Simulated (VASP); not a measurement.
A convergence study with VASP on CoSi$_{2}$ (space group no. 225 when undisturbed): one setting is varied, all else stays as given below, so the limit is that of these other settings. One atom is moved off its site, so that forces are finite.

```
CELL_PARAMETERS angstrom
      0.00000     2.67196     2.67196
      2.67196     0.00000     2.67196
      2.67196     2.67196     0.00000
ATOMIC_POSITIONS crystal
  Co 0.00936 0.00936 0.99064
  Si 0.25000 0.25000 0.25000
  Si 0.75000 0.75000 0.75000
```

Method: PBEsol GGA, VASP's PBE PAW potentials (set 64) (plane waves; VASP). The tightest run used: 300 eV cut-off, 15×15×15 Γ-centred mesh, Fermi-Dirac smearing of 0.10 eV, potentials Co Si.

Q: The settings run are 2×2×2 mesh; 3×3×3 mesh; 4×4×4 mesh; 5×5×5 mesh; 6×6×6 mesh; 7×7×7 mesh; 8×8×8 mesh; 9×9×9 mesh; 10×10×10 mesh; 12×12×12 mesh; 14×14×14 mesh; 15×15×15 mesh. From which on does the energy per atom stay within 0.01 eV/atom of the tightest run?

A: From 4×4×4 mesh on: it is off by 0.0046 there and by no more than 0.01 in any finer run, while 3×3×3 mesh is off by 0.0553.
```
setting        E (eV/atom)  pressure (GPa)  largest force (eV/Å)  irreducible k-points  difference judged (eV/atom)
-------------  -----------  --------------  --------------------  --------------------  ---------------------------
2×2×2 mesh         -6.7652           -6.92                 0.781                     4                       0.2198
3×3×3 mesh         -6.9297           -3.56                 0.587                     6                       0.0553
4×4×4 mesh         -6.9896           -3.47                 0.577                    13                       0.0046
5×5×5 mesh         -6.9768           -2.93                 0.583                    18                       0.0082
6×6×6 mesh         -6.9831           -3.08                 0.581                    30                       0.0019
7×7×7 mesh         -6.9873           -3.18                 0.595                    40                       0.0023
8×8×8 mesh         -6.9847           -3.18                 0.582                    59                       0.0003
9×9×9 mesh         -6.9836           -3.09                 0.585                    75                       0.0013
10×10×10 mesh      -6.9848           -3.12                 0.589                   102                       0.0002
12×12×12 mesh      -6.9850           -3.15                 0.586                   163                       0.0000
14×14×14 mesh      -6.9849           -3.13                 0.587                   244                       0.0001
15×15×15 mesh      -6.9850           -3.14                 0.587                   288                       0.0000
```

Left out are rungs that failed or repeat a setting and relaxations that didn't move; long series are thinned to 24 rows.

The structure is a typed CoSi2 crystal (space group no. 225). The cell was not relaxed at this level, it is distorted from the ideal structure. The run is not spin-polarised, so no magnetic state was tried. The electron count is odd and the run is not spin-polarised, which forces a metal.
